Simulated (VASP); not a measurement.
```xyz
5
Lattice="3.9674 0.0000 0.0000 0.0000 2.8511 2.8638 0.0000 -2.8511 2.8638" Properties=species:S:1:pos:R:3 pbc="T T T"
Ba     0.0000     0.0000     0.0195
Ti     1.9837     0.0000     2.9698
O      1.9837     1.3887     4.2092
O      1.9837    -1.3887     4.2092
O      0.0000     0.0000     2.7963
```

The numbers are results of LDA (Ceperley-Alder, Perdew-Zunger), VASP's LDA PAW potentials (set 64) (plane waves; VASP), not measurements. Numerical set-up: 400 eV cut-off, 7×7×7 Γ-centred mesh, Gaussian smearing of 0.010 eV, potentials Ba_sv Ti_sv O.

At this cut-off the stress carries a Pulay error, which pulls relaxed volumes low.

**Question.** Which forces act on the atoms, in eV/Å?

**Answer.** 
| atom | Fx | Fy | Fz |
|---|---|---|---|
| Ba1 | 0.000 | 0.000 | 0.044 |
| Ti2 | 0.000 | 0.000 | 0.067 |
| O3 | 0.000 | -0.008 | -0.043 |
| O4 | 0.000 | 0.008 | -0.043 |
| O5 | 0.000 | 0.000 | -0.025 |

**Question.** Give the stress tensor in GPa (positive for a compressed cell).

**Answer.** 
```
-10.23    0.00    0.00
  0.00   -9.84    0.00
  0.00    0.00   -9.87
```
The pressure is its mean diagonal, -9.98 GPa.

The structure comes from a computed database's BaTiO3 entry (Amm2); how it stands against other phases isn't given here. The cell was not relaxed at this level.
